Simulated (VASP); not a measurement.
# Li16Si: single point with PBE

Slab: Li16Si, a slab with vacuum.

```
Li Si
1.0
     6.98000    0.00000    0.00000
     3.49000    4.93560    0.00000
     0.00000    0.00000   19.40341
Li Si
16 1
Direct
  0.75000 0.50000 0.05154
  0.25000 0.50000 0.05154
  0.75000 0.00000 0.05154
  0.25000 0.00000 0.05154
  0.00139 0.94923 0.17475
  0.57698 0.90412 0.16944
  0.08293 0.37474 0.17221
  0.49896 0.47072 0.16827
  0.77043 0.48169 0.28477
  0.18435 0.56452 0.29971
  0.66543 0.10378 0.29735
  0.29498 0.95514 0.29655
  0.97496 0.03540 0.41067
  0.38325 0.18265 0.42119
  0.81794 0.62227 0.41284
  0.46242 0.59953 0.51369
  0.49015 0.53663 0.38873
```

The cell was built by a generator and needn't be a form met in nature.

| Item | Value |
| --- | --- |
| Program | VASP 6.6.1 |
| Task | single point |
| Functional | PBE |
| Potentials or basis | VASP PAW PBE potentials, release 64 (Li_sv, Si) |
| Cutoff | 520 eV |
| k mesh | 3 × 3 × 1 |
| Occupations | gaussian, width 0.05 eV |
| Spin | no spin polarisation |

- Largest force: 0.090 eV/Å
- Band gap on the k mesh: none (metal or under the smearing width)

Forces in eV/Å, atoms in the order of the input:
```
Li  -0.018 -0.026  0.067
Li  -0.002  0.014 -0.041
Li   0.011  0.031 -0.084
Li   0.010 -0.035  0.033
Li   0.000 -0.001 -0.004
Li   0.005 -0.001  0.000
Li  -0.008 -0.004  0.004
Li   0.005  0.000  0.008
Li   0.004  0.006  0.003
Li  -0.003  0.002  0.006
Li   0.005  0.001 -0.006
Li   0.003 -0.004 -0.002
Li  -0.002 -0.002 -0.001
Li  -0.009 -0.003  0.006
Li  -0.008  0.008  0.008
Li   0.000  0.003 -0.009
Si   0.007  0.012  0.013
```

Levels at points of the mesh, in eV from the Fermi level:
```
           k point  band 24  band 25  band 26  band 27  band 28  band 29
(0.00, 0.00, 0.00)    -0.17    -0.12     0.08     0.18     0.22     0.28
```

Run time: 12 min on 1 thread of Intel(R) Xeon(R) 6975P-C (Granite Rapids), on a shared host, peak memory 0.75 GiB.

Caveat: the k mesh is coarse (spacing up to 0.42 Å⁻¹), so the values aren't converged.
